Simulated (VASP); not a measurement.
Given:

```
CELL_PARAMETERS angstrom
     10.93707     0.00000     0.00000
      0.00000    10.93707     0.00000
      0.00000     0.00000    10.93707
ATOMIC_POSITIONS crystal
  Si 0.50000 0.00000 0.00000
  Si 0.62500 0.12500 0.12500
  Si 0.75000 0.25000 0.00000
  Si 0.87500 0.37500 0.12500
  Si 0.75000 0.00000 0.25000
  Si 0.87500 0.12500 0.37500
  Si 0.00000 0.00000 0.00000
  Si 0.12500 0.12500 0.12500
  Si 0.25000 0.25000 0.00000
  Si 0.37500 0.37500 0.12500
  Si 0.50000 0.50000 0.00000
  Si 0.62500 0.62500 0.12500
  Si 0.75000 0.75000 0.00000
  Si 0.87500 0.87500 0.12500
  Si 0.25000 0.00000 0.25000
  Si 0.37500 0.12500 0.37500
  Si 0.50000 0.25000 0.25000
  Si 0.62543 0.37930 0.37866
  Si 0.75000 0.50000 0.25000
  Si 0.87500 0.62500 0.37500
  Si 0.50000 0.00000 0.50000
  Si 0.62500 0.12500 0.62500
  Si 0.75000 0.25000 0.50000
  Si 0.87500 0.37500 0.62500
  Si 0.75000 0.00000 0.75000
  Si 0.87500 0.12500 0.87500
  Si 0.00000 0.50000 0.00000
  Si 0.12500 0.62500 0.12500
  Si 0.25000 0.75000 0.00000
  Si 0.37500 0.87500 0.12500
  Si 0.00000 0.25000 0.25000
  Si 0.12500 0.37500 0.37500
  Si 0.25000 0.50000 0.25000
  Si 0.37597 0.62676 0.37537
  Si 0.50000 0.75000 0.25000
  Si 0.62500 0.87500 0.37500
  Si 0.00000 0.00000 0.50000
  Si 0.12500 0.12500 0.62500
  Si 0.25000 0.25000 0.50000
  Si 0.37612 0.37931 0.62652
  Si 0.62281 0.62123 0.62660
  Si 0.75000 0.75000 0.50000
  Si 0.87500 0.87500 0.62500
  Si 0.25000 0.00000 0.75000
  Si 0.37500 0.12500 0.87500
  Si 0.50000 0.25000 0.75000
  Si 0.62500 0.37500 0.87500
  Si 0.75000 0.50000 0.75000
  Si 0.87500 0.62500 0.87500
  Si 0.00000 0.75000 0.25000
  Si 0.12500 0.87500 0.37500
  Si 0.00000 0.50000 0.50000
  Si 0.12500 0.62500 0.62500
  Si 0.25000 0.75000 0.50000
  Si 0.37500 0.87500 0.62500
  Si 0.00000 0.25000 0.75000
  Si 0.12500 0.37500 0.87500
  Si 0.25000 0.50000 0.75000
  Si 0.37500 0.62500 0.87500
  Si 0.50000 0.75000 0.75000
  Si 0.62500 0.87500 0.87500
  Si 0.00000 0.75000 0.75000
  Si 0.12500 0.87500 0.87500
  Mg 0.49951 0.49746 0.50355
```

Method: PBE GGA, VASP's PBE PAW potentials (set 64) (plane waves; VASP). Run with PREC = Normal, LREAL = Auto, ISYM = 0, EDIFF = 1E-5, 400 eV cut-off, 1×1×1 Γ-centred mesh, Gaussian smearing of 0.050 eV, potentials Si Mg.

The supercell is sampled at Γ alone, which is coarse: total energies, pressure and levels can be off, energies of defects by several tenths of an eV.

Question: The ions are relaxed. What does this cell relax into?

Answer: 
```
CELL_PARAMETERS angstrom
     10.93707     0.00000     0.00000
      0.00000    10.93707     0.00000
      0.00000     0.00000    10.93707
ATOMIC_POSITIONS crystal
  Si 0.49999 0.00013 0.00017
  Si 0.62470 0.12384 0.12415
  Si 0.74983 0.25001 0.00030
  Si 0.87632 0.37525 0.12390
  Si 0.74982 0.00011 0.25040
  Si 0.87637 0.12386 0.37529
  Si 0.99998 0.99994 0.99997
  Si 0.12529 0.12524 0.12529
  Si 0.25042 0.25024 0.00017
  Si 0.37548 0.37546 0.12540
  Si 0.49996 0.49989 0.00017
  Si 0.62465 0.62464 0.12505
  Si 0.74976 0.74975 0.99988
  Si 0.87476 0.87479 0.12534
  Si 0.25039 0.00017 0.25043
  Si 0.37572 0.12548 0.37541
  Si 0.50097 0.24873 0.24854
  Si 0.63512 0.36606 0.36581
  Si 0.75219 0.49966 0.24797
  Si 0.87506 0.62470 0.37532
  Si 0.50000 0.00004 0.49996
  Si 0.62463 0.12522 0.62445
  Si 0.75205 0.24819 0.49953
  Si 0.87510 0.37519 0.62470
  Si 0.74964 0.00001 0.74966
  Si 0.87477 0.12525 0.87476
  Si 0.99985 0.49998 0.00035
  Si 0.12369 0.62477 0.12401
  Si 0.25008 0.74993 0.00044
  Si 0.37525 0.87651 0.12397
  Si 0.00008 0.25025 0.25032
  Si 0.12529 0.37567 0.37526
  Si 0.24835 0.50073 0.24825
  Si 0.36534 0.63527 0.36523
  Si 0.49976 0.75202 0.24793
  Si 0.62459 0.87489 0.37540
  Si 0.99980 0.99985 0.49993
  Si 0.12384 0.12373 0.62472
  Si 0.24834 0.24847 0.50046
  Si 0.36398 0.36485 0.63664
  Si 0.63499 0.63467 0.63599
  Si 0.75137 0.75128 0.50042
  Si 0.87584 0.87609 0.62475
  Si 0.25033 0.00015 0.74975
  Si 0.37530 0.12383 0.87639
  Si 0.49975 0.24811 0.75210
  Si 0.62482 0.37515 0.87529
  Si 0.75228 0.49996 0.75235
  Si 0.87642 0.62485 0.87639
  Si 0.00025 0.74990 0.25030
  Si 0.12384 0.87652 0.37532
  Si 0.00003 0.49999 0.49994
  Si 0.12493 0.62489 0.62445
  Si 0.24807 0.75203 0.49957
  Si 0.37530 0.87497 0.62455
  Si 0.00021 0.25017 0.74979
  Si 0.12352 0.37528 0.87678
  Si 0.24731 0.50002 0.75269
  Si 0.37520 0.62486 0.87539
  Si 0.50011 0.75193 0.75211
  Si 0.62476 0.87645 0.87635
  Si 0.99983 0.74984 0.74969
  Si 0.12529 0.87482 0.87478
  Mg 0.49884 0.49955 0.50065
```

Question: How much energy does the relaxation gain?

Answer: The energy (σ→0) changes by -13.9 meV/atom, in 9 ionic steps.

The cell is a supercell with a defect, built from Si (diamond): Mg_Si. The run is not spin-polarised, so no state with unpaired spins was tried.
